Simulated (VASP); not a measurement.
# RbBr2 under changes of volume

One of the cells (41.149 Å³/atom); the others are scaled copies at fixed shape and fractional positions:

```
CELL_PARAMETERS angstrom
4.92367 0.00000 0.00000
0.00000 4.92367 0.00000
0.00000 0.00000 5.09216
ATOMIC_POSITIONS crystal
Rb 0.00000 0.00000 0.50000
Br 0.00000 0.50000 0.00000
Br 0.50000 0.00000 0.00000
```

The cell was built by a generator and needn't be a form met in nature.

* Program: VASP 6.6.1
* Functional: PBE
* Potentials or basis: VASP PAW PBE potentials, release 64 (Rb_sv, Br)
* Cutoff: 520 eV
* k mesh: 6 × 6 × 5
* Occupations: fermi-dirac, width 0.05 eV
* Spin: no spin polarisation

| volume (Å³/atom) | energy over the lowest point (meV/atom) | pressure (GPa) |
| --- | --- | --- |
| 37.922 | 6.24 | 1.0 |
| 38.728 | ? | ? |
| 39.535 | 0.19 | 0.3 |
| 41.149 | 0.00 | -0.2 |
| 41.956 | 1.68 | -0.4 |
| 42.763 | 4.37 | -0.6 |

Question: What does the run at 38.728 Å³/atom give?

Answer: Energy over the lowest point 2.39 meV/atom; pressure 0.6 GPa.

Worked out: A Birch-Murnaghan fit of order 3 (a polynomial in V^(-2/3)) to the other rows has its minimum at 40.39 Å³/atom with B0 = V·E''(V) = 12.7 GPa and B' = 5.3 at fixed shape and positions, which overstates the stiffness. It gives 2.39 meV/atom at 38.728 Å³/atom, against the run's 2.39, and -dE/dV = 0.6 GPa, against 0.6.

Energies are extrapolated to zero smearing.

Caveats: an odd number of electrons without spin polarisation forces a metal; a magnetic or distorted state may lie lower.
